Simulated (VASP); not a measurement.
Level of theory: PBEsol GGA, VASP's PBE PAW potentials (set 64) (plane waves; VASP).

Input for VASP

INCAR:
```
# general
SYSTEM   =  TiB2
PREC     =  Accurate
ENCUT    =  600
LREAL    =  F
LASPH    =  T   # aspherical one-centre terms

# electronic loop
EDIFF    =  1E-7   # SCF stop (eV)
NELM     =  100   # most electronic steps
ALGO     =  Normal   # blocked Davidson
LMAXMIX  =  4   # l cut-off of mixed one-centre charges

# smearing
ISMEAR   =  1   # Methfessel-Paxton
SIGMA    =  0.1

# functional
GGA      =  PS   # PBEsol

# ions
ISIF     =  2

# output
LWAVE    =  F
LCHARG   =  F
```

### KPOINTS
```
Regular mesh
0
gamma
12 12 10
0 0 0
```

POSCAR:
```
TiB2
3.0482250
  0.5000000091  -0.8660254283   0.0000000000
  0.5000000091   0.8660254283   0.0000000000
  0.0000000000   0.0000000000   1.0558081308
Ti B
1 2
Cartesian
  0.0000000000   0.0000000000   0.0000000000
  0.5000000091   0.2886757201   0.5279040654
  0.5000000091  -0.2886757201   0.5279040654
```

POTCAR, in this order: Ti_sv B (PBE.64 set). Program: vasp_std.

Question: What does the run give for the energy per atom (σ→0), pressure, band gap (on the k-mesh)?

Answer: 
```yaml
energy per atom (σ→0): -8592 meV/atom
band gap (on the k-mesh): none (metal, semimetal or under 0.01 eV)
pressure: -7.43 GPa
```

OSZICAR:
```
...
DAV:   8    -0.257878406638E+02   -0.93588E-02   -0.18316E-01  4279   0.401E+00    0.807E-01
DAV:   9    -0.257772496546E+02    0.10591E-01   -0.82454E-02  4042   0.374E+00    0.260E-01
DAV:  10    -0.257765901547E+02    0.65950E-03   -0.51259E-03  3665   0.993E-01    0.691E-02
DAV:  11    -0.257766190532E+02   -0.28899E-04   -0.37297E-04  4235   0.255E-01    0.610E-02
DAV:  12    -0.257765824341E+02    0.36619E-04   -0.23002E-04  3947   0.208E-01    0.101E-02
DAV:  13    -0.257765815364E+02    0.89770E-06   -0.12128E-05  3619   0.456E-02    0.169E-03
DAV:  14    -0.257765815737E+02   -0.37320E-07   -0.33302E-07  3527   0.642E-03
   1 F= -.25776582E+02 E0= -.25776342E+02  d E =-.717832E-03
```

The compound is TiB2 in the AlB2 type structure. This cell was strained or had an atom moved on purpose.
